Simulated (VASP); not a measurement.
# Mg2ZnTeS2: relaxation of cell and atoms with PBE

Mg2ZnTeS2:

```
Mg Zn Te S
1.0
    -1.89000    1.89000    8.67000
     1.89000   -1.89000    8.67000
     1.89000    1.89000   -8.67000
Mg Zn Te S
2 1 1 2
Direct
  0.81770 0.81770 0.00000
  0.18230 0.18230 0.00000
  0.50000 0.50000 0.00000
  0.00000 0.00000 0.00000
  0.67180 0.67180 0.00000
  0.32820 0.32820 0.00000
```

The cell was built by a generator and needn't be a form met in nature.

```
Program                : VASP 6.6.1
Task                   : relaxation of cell and atoms
Functional             : PBE
Potentials or basis    : VASP PAW PBE potentials, release 64 (Mg, Zn, Te, S)
Cutoff                 : 520 eV
k mesh                 : 12 × 12 × 12
Occupations            : gaussian, width 0.1 eV
Spin                   : no spin polarisation
Further INCAR settings : ALGO = Normal; EDIFF = 1e-06; IBRION = 2; EDIFFG = -0.01; NSW = 90; ISIF = 3
```

```
Relaxed volume                         : 20.49 Å³/atom
Relaxed cell                           : a = 8.915 Å, b = 8.915 Å, c = 8.915 Å, α = 155.37°, β = 155.37°, γ = 35.12°
Space group after relaxing (to 0.05 Å) : I4/mmm (No. 139)
Energy gained by relaxing              : 1.8 meV/atom
Ionic steps                            : 10
Pressure after relaxing                : -0.1 GPa
Largest force after relaxing           : 0.006 eV/Å
Band gap on the k mesh                 : none (metal or under the smearing width)
```

Forces in eV/Å, atoms in the order of the input:
```
Mg   0.000  0.000 -0.005
Mg   0.000  0.000  0.005
Zn   0.000  0.000  0.000
Te   0.000  0.000  0.000
S    0.000  0.000 -0.006
S    0.000  0.000  0.006
```

The path:
```
step  energy change (eV)  largest force (eV/Å)  pressure (GPa)  volume (Å³)
   1              0.0000                0.1138            0.08       123.88
   2             -0.0030                0.1055           -0.10       124.06
   3             -0.0055                0.0879           -0.47       124.41
   4             -0.0076                0.0775           -0.27       123.91
   5             -0.0093                0.0917            0.14       122.85
   6             -0.0103                0.0579            0.09       122.85
   7             -0.0107                0.0185            0.03       122.84
   8             -0.0107                0.0169            0.02       122.84
   9             -0.0107                0.0130           -0.01       122.89
  10             -0.0108                0.0059           -0.06       122.96
```

Final structure:
```
Mg Zn Te S
1.0
    -1.90178    1.90178    8.49951
     1.90178   -1.90178    8.49951
     1.90178    1.90178   -8.49951
Mg Zn Te S
2 1 1 2
Direct
  0.82029 0.82029 0.00000
  0.17971 0.17971 0.00000
  0.50000 0.50000 0.00000
  0.00000 0.00000 0.00000
  0.67110 0.67110 0.00000
  0.32890 0.32890 0.00000
```

Levels at points of the mesh, in eV from the Fermi level:
```csv
k point,band 14,band 15,band 16,band 17,band 18,band 19,band 20,band 21
"(0.00, 0.00, 0.00)",-1.72,-0.65,-0.65,-0.41,0.64,2.25,2.58,4.29
"(0.50, 0.00, 0.00)",-1.24,-1.21,-0.96,0.58,3.20,4.07,4.31,4.58
"(0.50, 0.50, 0.00)",-2.87,-2.55,-2.50,-1.87,-0.59,2.36,3.32,3.87
"(0.50, 0.50, 0.50)",-1.11,-1.11,-1.07,-1.07,0.36,3.42,3.83,4.03
```

Wall time 26 min on 4 MPI ranks on Intel(R) Xeon(R) 6975P-C (Granite Rapids), with other jobs on the host, peak memory 1.2 GiB a rank.

Spin-orbit coupling is left out, which matters for the levels of Te.
